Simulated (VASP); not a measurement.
Wanted: the native input for a VASP 6.6.1 run.

```
Task                   : single point
Functional             : PBE
Dispersion             : D3(BJ)
Potentials or basis    : VASP PAW PBE potentials, release 64 (Be, Na_pv)
Cutoff                 : 520 eV
k mesh                 : 4 × 4 × 1
Occupations            : fermi-dirac, width 0.05 eV
Spin                   : no spin polarisation
Dipole correction      : no
Further INCAR settings : LREAL = Auto; ALGO = Fast; EDIFF = 1e-06; NBANDS = 50
```

The structure of NaBe27 lies in POSCAR:

```
NaBe27
1.0
    6.8700000000      0.0000000000      0.0000000000
    3.4350000000      5.9495950000      0.0000000000
    0.0000000000      0.0000000000     15.5884300000
Be Na
27 1
Direct
    0.0000000000      0.0000000000      0.0641500780
    0.3333333333      0.0000000000      0.0641500780
    0.6666666667      0.0000000000      0.0641500780
    0.0000000280      0.3333332773      0.0641500780
    0.3333333613      0.3333332773      0.0641500780
    0.6666666947      0.3333332773      0.0641500780
   -0.0000000280      0.6666667227      0.0641500780
    0.3333333053      0.6666667227      0.0641500780
    0.6666666387      0.6666667227      0.0641500780
   -0.1113472695      0.2233565478      0.1801010108
    0.2224279137      0.2218093837      0.1818242761
    0.5552822954      0.2222383204      0.1809847432
   -0.1111679345      0.5556482416      0.1817887369
    0.2223149606      0.5558492637      0.1818638567
    0.5554124886      0.5562055905      0.1810889872
   -0.1115235549      0.8879967460      0.1801758740
    0.2244909370      0.8878673254      0.1802221263
    0.5554538775      0.8886628418      0.1811863671
    0.0031507576     -0.0019419809      0.2911650500
    0.3336093986     -0.0005716355      0.2989875825
    0.6664195625     -0.0005788629      0.2963747472
   -0.0002429777      0.3330256933      0.2986056967
    0.3337824260      0.3331527608      0.2993204575
    0.6658963938      0.3348488427      0.2954933884
   -0.0002169663      0.6674313126      0.2990974717
    0.3335209849      0.6671309560      0.2991258260
    0.6665243378      0.6668299271      0.2994225204
    0.8642130814      0.0879365738      0.4478571607
```

The cell was built by a generator and needn't be a form met in nature.

One way to write it, as run:

INCAR

```
PREC = Accurate
ENCUT = 520
EDIFF = 1E-6
ISMEAR = -1
SIGMA = 0.05
LREAL = Auto
LASPH = T
NELM = 100
ALGO = Fast
ISIF = 2
LWAVE = F
LCHARG = F
GGA = PE
IVDW = 12
NBANDS = 50
```

KPOINTS

```
regular mesh
0
Gamma
  4 4 1
```

Potentials or basis: VASP PAW PBE potentials, release 64 (Be, Na_pv).

Launch:

```console
$ cat potpaw_PBE.64/Be/POTCAR potpaw_PBE.64/Na_pv/POTCAR > POTCAR
$ mpirun -np 1 vasp_std > vasp.out
```

It gave:

* Largest force: 0.051 eV/Å
* Band gap on the k mesh: none (metal or under the smearing width)
* Dispersion energy per atom: -0.222 eV

Run time: 16 min on 1 thread of Intel(R) Xeon(R) Platinum 8488C (Sapphire Rapids), with other jobs on the host, peak memory 0.78 GiB.
